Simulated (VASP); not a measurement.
Input:

```
CELL_PARAMETERS angstrom
      3.52856     0.00000     0.00000
      0.00000     3.52856     0.00000
      0.00000     0.00000     3.52856
ATOMIC_POSITIONS crystal
  Al 0.00000 0.00000 0.00000
  Ni 0.00000 0.50000 0.50000
  Ni 0.50000 0.00000 0.50000
  Ni 0.50000 0.50000 0.00000
```
Starting moments (μB, in the order of the record's atoms Al Ni Ni Ni): 0.0 0.3 0.3 0.3.

Computed with PBE GGA with D4 dispersion, VASP's PBE PAW potentials (set 64) (plane waves; VASP). Run with 520 eV cut-off, Gaussian smearing of 0.050 eV, potentials Al Ni.

**Question.** Predict the cell moment, band gap (along the path) with the smallest direct gap where there is one.

**Answer.** 
```json
{
 "band gap (along the path)": "none (metal, semimetal or under 0.01 eV)",
 "cell_moment": "0.70 μB"
}
```

The absolute energy has meaning only against runs of the same code, potentials and settings.

The compound is Ni3Al in the L1_2 structure. It was relaxed first.
